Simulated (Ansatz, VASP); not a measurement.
# InSe: VASP beside Ansatz

Aim: how closely do two programs agree when they are given the same cell, functional and k mesh? The cell is taken from a series of runs on this material, whose earlier steps may have relaxed, scaled, displaced or heated it; both programs get it as it stands.

Calculated with Ansatz 0.2.0; plane waves, with VASP 6.6.1 beside it; single point at PBE0.

## 1. Set-up

The structure is hexagonal, space group P6_3/mmc (No. 194). The conventional cell has a = 4.027 Å, b = 4.027 Å, c = 16.795 Å, α = 90.00°, β = 90.00°, γ = 120.00°. Nearest to In lie 3 Se at 2.66 Å and 1 In at 2.79 Å. Se has 3 In at 2.66 Å nearest. Farther neighbours and most contacts between anions are not listed.

## 2. VASP: single point, PBE0

With cell and atoms fixed, the geometry can't cause a difference; cores, projectors, grids and the points listed under the comparison can.

Lines of VASP's logs that name or quote its potential files are left out, and so is its time.

The run reads the wave functions of an earlier VASP run, which isn't shown here.

INCAR reads:

```
SYSTEM = InSe
PREC = Accurate
ENCUT = 400
EDIFF = 1E-06
NELM = 100
ISMEAR = 0
SIGMA = 0.01
LREAL = .FALSE.
ALGO = Normal
LHFCALC = .TRUE.
AEXX = 0.25
GGA = PE
LASPH = .TRUE.
NBANDS = 47
PRECFOCK = Fast
LORBIT = 11
LWAVE = .FALSE.
LCHARG = .FALSE.
KPAR = 8
NCORE = 2
ISIF = 2
```

POSCAR reads:

```
InSe
1.0
    4.0275000000      0.0000000000      0.0000000000
   -2.0137500000      3.4879170000      0.0000000000
    0.0000000000      0.0000000000     16.7950000000
In Se
4 4
Direct
    0.3333333333      0.6666666667      0.1668643278
    0.6666666667      0.3333333333      0.6668643278
    0.3333333333      0.6666666667      0.3331356722
    0.6666666667      0.3333333333      0.8331356722
    0.3333333333      0.6666666667      0.5901956820
    0.6666666667      0.3333333333      0.0901956820
    0.3333333333      0.6666666667      0.9098043180
    0.6666666667      0.3333333333      0.4098043180
```

KPOINTS reads:

```
Automatic mesh
0
Gamma
6 6 2
0 0 0
```

PAW data sets: In_d and Se (PBE family, release 64).

Launch:

```console
> mpirun -np 16 vasp_std
```

Numbers of over 12 decimals in the logs are rounded to 6 here.

Log:

```text
[banner, memory and clock lines left out]
running   16 mpi-ranks, on    1 nodes
 distrk:  each k-point on    2 cores,    8 groups
 distr:  one band on    2 cores,    1 groups

 POSCAR found type information on POSCAR InSe
 POSCAR found :  2 types and       8 ions
 LDA part: xc-table for (Slater+PW92), standard interpolation
 found WAVECAR, reading the header
 POSCAR, INCAR and KPOINTS ok, starting setup
 FFT: planning ... GRIDC
 FFT: planning ... GRID_SOFT
 FFT: planning ... GRID
 reading WAVECAR
 the WAVECAR file was read successfully
 initial charge from wavefunction
 entering main loop
       N       E                     dE             d eps       ncg     rms          rms(c)
DAV:   1    -0.376196393801E+02   -0.37620E+02   -0.19309E+00  1649   0.108E+01    0.689E+00
DAV:   2    -0.376690360681E+02   -0.49397E-01   -0.26222E-01  1472   0.216E+00    0.659E+00
DAV:   3    -0.376663672615E+02    0.26688E-02   -0.26931E-02  1877   0.917E-01    0.567E+00
DAV:   4    -0.376656334635E+02    0.73380E-03   -0.46484E-03  1706   0.360E-01    0.371E+00
DAV:   5    -0.376655692600E+02    0.64204E-04   -0.82835E-04  1609   0.175E-01    0.225E+00
DAV:   6    -0.376654336383E+02    0.13562E-03   -0.13360E-04  1919   0.940E-02    0.138E+00
DAV:   7    -0.376653945076E+02    0.39131E-04   -0.10854E-04  1778   0.471E-02    0.849E-01
DAV:   8    -0.376653915548E+02    0.29528E-05   -0.25836E-05  1420   0.185E-02    0.530E-01
DAV:   9    -0.376653910540E+02    0.50079E-06   -0.32974E-06  1263   0.108E-02
   1 F= -.37665391E+02 E0= -.37665391E+02  d E =-.214185E-15
```

OUTCAR, selected parts (step 2):

```text
ion  position               nearest neighbor table
   1  0.333  0.667  0.167-   6 2.66   6 2.66   6 2.66   3 2.79
   2  0.667  0.333  0.667-   5 2.66   5 2.66   5 2.66   4 2.79
   3  0.333  0.667  0.333-   8 2.66   8 2.66   8 2.66   1 2.79
   4  0.667  0.333  0.833-   7 2.66   7 2.66   7 2.66   2 2.79
   5  0.333  0.667  0.590-   2 2.66   2 2.66   2 2.66
   6  0.667  0.333  0.090-   1 2.66   1 2.66   1 2.66
   7  0.333  0.667  0.910-   4 2.66   4 2.66   4 2.66
   8  0.667  0.333  0.410-   3 2.66   3 2.66   3 2.66

  LATTYP: Found a hexagonal cell.
 ALAT       =     4.0275000000
 C/A-ratio  =     4.1700806952

 Subroutine GETGRP returns: Found 24 space group operations
 (whereof 12 operations were pure point group operations)

The static configuration has the point symmetry D_3d.
 The point group associated with its full space group is D_6h.

 Found     14 irreducible k-points:

   k-points           NKPTS =     14   k-points in BZ     NKDIM =     72   number of bands    NBANDS=     47

   dimension x,y,z NGX =    28 NGY =   28 NGZ =  112
   dimension x,y,z NGXF=    56 NGYF=   56 NGZF=  224

   ENCUT  =  400.0 eV  29.40 Ry    5.42 a.u.   6.57  6.57 27.39*2*pi/ulx,y,z

   NELECT =      76.0000    total number of electrons

 k-points in reciprocal lattice and weights: Automatic mesh
   0.00000000  0.00000000  0.00000000       0.014
   0.16666667  0.00000000  0.00000000       0.083
   0.33333333  0.00000000  0.00000000       0.083
   0.50000000  0.00000000  0.00000000       0.042
   0.16666667  0.16666667  0.00000000       0.083
   0.33333333  0.16666667  0.00000000       0.167
   0.33333333  0.33333333  0.00000000       0.028
   0.00000000  0.00000000  0.50000000       0.014
   0.16666667  0.00000000  0.50000000       0.083
[...]
0.33333333  0.16666667  0.50000000       0.167
   0.33333333  0.33333333  0.50000000       0.028

  exchange ACFDT corr.  =         0.00000000  see jH, gK, PRB 81, 115126

 average (electrostatic) potential at core
       1 -90.7318       2 -90.7318       3 -90.7318       4 -90.7318       5 -50.0288
       6 -50.0288       7 -50.0288       8 -50.0288

 E-fermi :   3.2970

 k-point     1 :       0.0000    0.0000    0.0000
  band No.  band energies     occupation
    ...
     34       1.9270      2.00000
     35       1.9270      2.00000
     36       2.0129      2.00000
     37       2.0129      2.00000
     38       3.2454      2.00000
     39       4.9582      0.00000
     40       6.3781      0.00000
     41       6.7917      0.00000
     42       6.8243      0.00000
     43       8.9885      0.00000
    ...

 k-point     2 :       0.1667    0.0000    0.0000
  band No.  band energies     occupation
    ...
     34       1.4519      2.00000
     35       1.6163      2.00000
     36       1.7405      2.00000
     37       2.0760      2.00000
     38       2.9826      2.00000
     39       6.2447      0.00000
     40       6.8393      0.00000
     41       7.2740      0.00000
     42       7.6235      0.00000
     43       8.2781      0.00000
    ...

 k-point     3 :       0.3333    0.0000    0.0000
  band No.  band energies     occupation
    ...
     34       1.0684      2.00000
     35       1.1158      2.00000
     36       1.2502      2.00000
     37       1.9295      2.00000
     38       2.1365      2.00000
     39       5.9615      0.00000
     40       6.2844      0.00000
     41       6.7124      0.00000
     42       6.7901      0.00000
     43       8.1773      0.00000
    ...

  Total       -0.4367278     -0.4367277     -0.1365249      0.0000000     -0.0000000      0.0000000
  in kB       -2.9657855     -2.9657850     -0.9271302      0.0000000     -0.0000000      0.0000000
  external PRESSURE =      -2.2862336 kB  Pullay stress =       0.0000000 kB

  energy-cutoff  :      400.00
  volume of cell :      235.93
      direct lattice vectors                 reciprocal lattice vectors
     4.027500000  0.000000000  0.000000000     0.248292986  0.143352035  0.000000000
    -2.013750000  3.487917000  0.000000000     0.000000000  0.286704070  0.000000000
     0.000000000  0.000000000 16.795000000     0.000000000  0.000000000  0.059541530

 POSITION                                       TOTAL-FORCE (eV/Angst)
 -----------------------------------------------------------------------------------
     -0.00000      2.32528      2.80249        -0.000000     -0.000000     -0.206932
      2.01375      1.16264     11.19999         0.000000     -0.000000     -0.206932
     -0.00000      2.32528      5.59501        -0.000000      0.000000      0.206932
      2.01375      1.16264     13.99251         0.000000      0.000000      0.206932
     -0.00000      2.32528      9.91234        -0.000000      0.000000      0.338422
      2.01375      1.16264      1.51484        -0.000000     -0.000000      0.338422
     -0.00000      2.32528     15.28016         0.000000     -0.000000     -0.338422
      2.01375      1.16264      6.88266         0.000000     -0.000000     -0.338422
 -----------------------------------------------------------------------------------
    total drift:                               -0.000001      0.000000     -0.000001

  FREE ENERGIE OF THE ION-ELECTRON SYSTEM (eV)
  ---------------------------------------------------
  free  energy   TOTEN  =       -37.6653910540 eV

  energy  without entropy=      -37.6653910540  energy(sigma->0) =      -37.66539105

 total charge
# of ion       s       p       d       tot
------------------------------------------
    1        0.875   0.675   9.896  11.446
    2        0.875   0.675   9.896  11.446
    3        0.875   0.675   9.896  11.446
    4        0.875   0.675   9.896  11.446
    5        1.480   2.380   0.022   3.883
    6        1.480   2.380   0.022   3.883
    7        1.480   2.380   0.022   3.883
    8        1.480   2.380   0.022   3.883
--------------------------------------------------
tot          9.422  12.220  39.675  61.317

[... 3 further parts left out ...]
```

The run ends at a pressure of -0.23 GPa, with forces up to 0.34 eV/Å.

## 3. Ansatz: single point, PBE0

Ansatz runs on its PAW soft_1 files.

The same cell, functional and mesh now go to Ansatz, which takes its cutoff from its data sets.

input.yaml reads:

```yaml
crystal:
  lattice:
    - [4.0275, 0.0, 0.0]
    - [-2.01375, 3.487917, 0.0]
    - [0.0, 0.0, 16.795]
  atoms:
    - { symbol: In, position: [0.3333333333, 0.6666666667, 0.1668643278] }
    - { symbol: In, position: [0.6666666667, 0.3333333333, 0.6668643278] }
    - { symbol: In, position: [0.3333333333, 0.6666666667, 0.3331356722] }
    - { symbol: In, position: [0.6666666667, 0.3333333333, 0.8331356722] }
    - { symbol: Se, position: [0.3333333333, 0.6666666667, 0.590195682] }
    - { symbol: Se, position: [0.6666666667, 0.3333333333, 0.090195682] }
    - { symbol: Se, position: [0.3333333333, 0.6666666667, 0.909804318] }
    - { symbol: Se, position: [0.6666666667, 0.3333333333, 0.409804318] }
kpoints:
  mp_grid: { grid: [6, 6, 2] }
  band_path:
    path:
      - [0.0, 0.0, 0.0]
      - [0.50000002, -2.0e-08, 0.0]
      - [0.33333334, 0.3333333, 0.0]
      - [0.0, 0.0, 0.5]
      - [0.50000002, -2.0e-08, 0.5]
      - [0.33333334, 0.3333333, 0.5]
    npoints: 1
hamiltonian:
  xc: pbe0
  pseudopotentials: { kind: paw, azcp: { folder: soft_1 } }
scf:
  occupations: { method: fixed }
  n_extra_bands: 6
output:
  eigenvalues: true
```

Launch:

```console
> ansatz run input.yaml --threads 24 --pin off --max-ram 82944MiB --backend cuda --events-out ev --progress --plain --runs-dir out --devices 1 --max-vram 78GiB
```

Log:

```text
scf.n_extra_bands = 6 over 58 filled bands (N_el = 116.0): the run solves 64 bands
GPUs: using 1 of 1 available (devices: 1).
Engine: ansatz 0.2.0, aarch64-unknown-linux-gnu
Pseudopotentials: kind: paw
Pseudopotential: In, paw, valence charge 13, recommended cutoff 420 eV (normal), soft_1/In.paw.azcp
Pseudopotential: Se, paw, valence charge 16, recommended cutoff 420 eV (normal), soft_1/Se.paw.azcp
Functional definition: PBE0
  parameter a = 0.25
  parameter kappa = 0.804
  parameter beta = 0.066725
  exchange = (1 - a)*pbe_x(kappa = kappa, mu = beta*pi^2/3) + a*exact_x
  correlation = pbe_c(beta = beta)
davidson cushion auto → on  (no smearing: the cushion is to keep the highest requested band from converging to the state above it; pin scf.eigensolver.cushion to override)
[...]
Crystal: 8 atoms, lattice volume = 235.929 Å³
Basis set: ecut = 420 eV, 4653 PW (Γ)
Bands: 64, of which v1, the nominal top of the filled ones, is band 58 counted from 1 (57 counted from 0)
Symmetry: 24 space group operations
Space group: P63/mmc (ITA 194), of the structure as read, at distance tolerance 6.2e-5 Å
k-points: 14 of 72
Non-local potential: In, projectors of the file, l = 0: 2, l = 1: 2, l = 2: 2, l = 3: 1
Non-local potential: Se, projectors of the file, l = 0: 2, l = 1: 2, l = 2: 3, l = 3: 1
PAW form: soft (Blöchl's): semilocal exchange-correlation on the pseudo side does not see the compensation charge
PAW frozen core: In, regenerated for the run's functional, and the local potential with it (the file was generated under x = pbe(κ = 0.804, μ = 0.219515), c = pbe(β = 0.066725))
PAW frozen core: Se, regenerated for the run's functional, and the local potential with it (the file was generated under x = pbe(κ = 0.804, μ = 0.219515), c = pbe(β = 0.066725))
PAW one-centre angular grid: In, 590 points (default); XC on 64 Gauss nodes
PAW one-centre angular grid: Se, 590 points (default); XC on 64 Gauss nodes
Initial density: superposition of atomic densities (chi_scale 0.1, normalization cell, long waves kept (reshape's long-wave potential 0.69 eV rms))
Initial wavefunctions: pseudopotential atomic-orbital guess
[...]
Functional: x = pbe(κ = 0.804, μ = 0.219515), c = pbe(β = 0.066725), warm-up for x = 0.75 pbe(κ = 0.804, μ = 0.219515) + 0.25 exact, c = pbe(β = 0.066725)
SCF iter   1: F=—  HF=-44276.907238 eV  |F-HF|=—  |Δ(HF+E_count)|=         —  Δρ=4.99e-2  dr2=2.77e1  ethr=1.00e-1  ⟨swp⟩=4.2  Hψ=2519  notcnv=0
preconditioner: auto → none  [insulator: Δε(μ)=0.181 eV  Ē_g=13.347 eV  n_scr=66 (ndim 8)  ℏωp=21.1 eV  f_vac=0.033]
SCF iter   2: F=—  HF=-44283.182349 eV  |F-HF|=—  |Δ(HF+E_count)|=    6.28e0  Δρ=5.37e-2  dr2=5.02e1  ethr=2.39e-2  ⟨swp⟩=5.6  Hψ=2673  notcnv=0  defer=4
[...]
SCF iter  10: F=-44272.088235 eV  HF=-44272.088242 eV  |F-HF|=6.64e-6  |Δ(HF+E_count)|=   4.78e-5  Δρ=6.62e-5  dr2=7.59e-6  ethr=1.10e-7  ⟨swp⟩=4.1  Hψ=2752  notcnv=0
SCF 1 stopped early in 10 iterations: F = -44272.088235 eV  dr2 = 7.59e-6
  greatest PAW one-centre occupation: 1.000 electrons in one spin orbital (limit 2), on the Se atom at site 7 (counted from 0), in its partial waves of l = 2
[...]
Exchange kernel: α = 0.2500, full range, Wigner–Seitz truncation, v(0) = 22358.1836 eV·Å³, q-mesh 6×6×2, nearest image of the exchange supercell L = 24.16 Å, pair-density grid 18×18×72, without the augmentation charges, whose exchange is taken in its separable form by FFT convolution over the k-point mesh (sized by the pseudopotential files, 24×24×120 at the most), smooth part of the exact exchange by density-matrix convolution in up to 8.42 GiB of GPU memory as planned if the GPU has room (build and FFT work areas not counted)
Frozen-core exchange: fock
SCF iter   1: F=—  HF=-44291.053405 eV  |F-HF|=—  |Δ(HF+E_count)|=         —  Δρ=4.47e-3  dr2=6.06e-2  ethr=6.54e-8  ⟨swp⟩=10.1  Hψ=5737  notcnv=0
preconditioner: auto → none  [insulator: Δε(μ)=1.589 eV  Ē_g=15.357 eV  n_scr=66 (ndim 8)  ℏωp=21.1 eV  f_vac=0.082]
SCF iter   2: F=—  HF=-44291.030012 eV  |F-HF|=—  |Δ(HF+E_count)|=   2.34e-2  Δρ=2.39e-3  dr2=1.41e-2  ethr=6.54e-8  ⟨swp⟩=7.8  Hψ=4568  notcnv=0
[...]
SCF iter   7: F=-44291.071751 eV  HF=-44291.071754 eV  |F-HF|=3.19e-6  |Δ(HF+E_count)|=   1.39e-5  Δρ=2.49e-5  dr2=1.84e-5  ethr=4.61e-8  ⟨swp⟩=3.0  Hψ=2025  notcnv=0
SCF 2 stopped early in 7 iterations: F = -44291.071751 eV  dr2 = 1.84e-5
hybrid outer 1: dexx = +5.440e-2 eV, tail = 2.51e-4 eV
[...]
Exchange kernel: α = 0.2500, full range, Wigner–Seitz truncation, v(0) = 22358.1836 eV·Å³, q-mesh 6×6×2, nearest image of the exchange supercell L = 24.16 Å, pair-density grid 18×18×72, without the augmentation charges, whose exchange is taken in its separable form by FFT convolution over the k-point mesh (sized by the pseudopotential files, 24×24×120 at the most), smooth part of the exact exchange by density-matrix convolution in up to 8.42 GiB of GPU memory as planned if the GPU has room (build and FFT work areas not counted)
Frozen-core exchange: fock
SCF iter   1: F=—  HF=-44291.072034 eV  |F-HF|=—  |Δ(HF+E_count)|=         —  Δρ=5.22e-5  dr2=5.37e-6  ethr=1.08e-6  ⟨swp⟩=2.6  Hψ=1989  notcnv=0
[...]
SCF iter   2: F=—  HF=-44291.072047 eV  |F-HF|=—  |Δ(HF+E_count)|=   1.28e-5  Δρ=4.15e-5  dr2=5.14e-6  ethr=3.75e-9  ⟨swp⟩=5.1  Hψ=3705  notcnv=0  defer=7
iter 3 solved again at ethr=2.87e-10 eV; its pass at ethr=3.75e-9 eV (dr2=3.32e-7 eV) is discarded
SCF iter   3: F=—  HF=-44291.072046 eV  |F-HF|=—  |Δ(HF+E_count)|=   1.25e-6  Δρ=1.79e-5  dr2=4.07e-7  ethr=2.87e-10  ⟨swp⟩=3.1  Hψ=4395  notcnv=0
SCF iter   4: F=—  HF=-44291.072047 eV  |F-HF|=—  |Δ(HF+E_count)|=   6.11e-7  Δρ=3.97e-6  dr2=1.90e-7  ethr=2.85e-10  ⟨swp⟩=5.0  Hψ=2740  notcnv=0  defer=6
SCF iter   5: F=-44291.072047 eV  HF=-44291.072047 eV  |F-HF|=5.47e-9  |Δ(HF+E_count)|=   5.36e-8  Δρ=1.13e-6  dr2=1.10e-8  ethr=1.57e-10  ⟨swp⟩=4.0  Hψ=2235  notcnv=0
SCF 3 converged in 5 iterations: F = -44291.072047 eV  dr2 = 1.10e-8
hybrid outer 2: dexx = +7.908e-6 eV, tail = 1.92e-7 eV, Δε = 2.81e-3 eV (about 1.26e-4 eV left of the loop's levels)
[...]
NSCF: frozen V_eff on 6 k-points
hybrid SCF converged: 2 outer / 12 inner (+10 warm-up), last move |dexx| = 7.91e-6 eV, tail = 1.92e-7 eV
Stability not checked: this state was not tested for a lower state beside it, because the functional holds exact exchange (a hybrid, or Hartree-Fock), whose exchange loop this test does not read (fock_operator; see scf.lower_state_search)
Free energy (F): -44291.072047 eV
Frozen-core exchange: fock
Harris-Foulkes:  -44291.072047 eV  (|F-HF|=5.47e-9)
Internal energy: -44291.072047 eV  (E = F + TS)
E sigma→0 (E₀):  -44291.072047 eV
Fermi energy:    6.274715 eV
--- Per-component energies (eV) ---
  E_band       = -2187.900021
  E_kinetic    = 1313.484267
  E_local      = -16490.839063  (includes V_loc(G=0)·N_el)
  E_nonlocal   = -116.496544
  E_hartree    = 8012.719715
  E_xc         = -700.554422
  E_vxc        = -553.105867  (∫ρ·V_xc dr)
  E_exx        = -450.252590  (= α·E_x^exact, valence–valence)
  E_paw        = -25133.386092  (= ΣΔE_a)
  E_vpaw       = -1465.875124  (= ΣTr[D̂ρ^β])
  E_aug_tail   = -0.000858  (compensation charges beyond the density's cutoff)
  E_ewald      = -10723.457403
  E_core_change = -2.289057  (= ΣΔE_core)
  E_smearing   = -0.000000  (= −TS)
  E_closure    = -0.000000  (closes the sum)
  Σ components = -44291.072047   (vs F -44291.072047, Δ=0.00e0)
--- Band table (eV; the first three rows and the last of 14) ---
  k-point 0: bands = [... 54 lower, 4.9697, 5.0572, 5.0572, 6.2747, 7.9842, 9.4113]
  k-point 1: bands = [... 54 lower, 5.0205, 5.0205, 5.3951, 5.3951, 8.7829, 8.7829]
  k-point 2: bands = [... 54 lower, 4.6574, 4.7827, 5.1039, 6.0135, 9.2732, 9.8705]
  k-point 13: bands = [... 54 lower, 3.6051, 3.6051, 4.5860, 4.5860, 9.2261]
```

Reading the cycles: dr2 is the Hartree energy of the density residual (eV), the measure of convergence; HF is the Harris–Foulkes estimate of the energy, which meets the free energy F at convergence.

## 4. Comparison

Known differences besides the potentials themselves: exact exchange at q = 0 is treated differently, which shows on coarse meshes; VASP keeps PBE cores, Ansatz makes them for the functional; fixed occupations in Ansatz, narrow Gaussian smearing in VASP; the data sets hold 116 valence electrons in Ansatz (on its PAW soft_1 files) and 76 in VASP; the cutoff is 420 eV in Ansatz and 400 eV in VASP; VASP takes a coarser grid for exact exchange (PRECFOCK = Fast). Total energies have different zeros and are not compared.

The two programs side by side:

```csv
quantity,Ansatz,VASP,difference
gap on the k mesh (eV),1.710,1.713,-0.003
```

A gap on the mesh is an upper bound, since the band edges may lie between its points.

## 5. Summary of results

| Quantity | Value |
| --- | --- |
| difference in gap on the k mesh (single point, PBE0) | -0.0033 eV |

What this shows: The difference in gap on the k mesh is -0.0033 eV (single point, PBE0), within the 0.08 eV picked in this series as the mark of a large difference. The data sets hold unlike numbers of valence electrons (116 in Ansatz and 76 in VASP), so part of the differences comes from the potentials. Such differences can come from data sets, numerical settings and the points named under the comparisons, not from the functional's error against experiment.

[Lines on the potential files, build, host, timing and source positions are cut from VASP's logs without a mark.]

[Logs are printed without paths, hosts, clocks, repeated set-up lines and the standing remarks that a program may print on its own settings, such as how far it seeks lower states.]

[Hosts, paths, dates, database ids (printed as entryN), source tags and the programs' standing remarks are cut or masked in the printed files.]
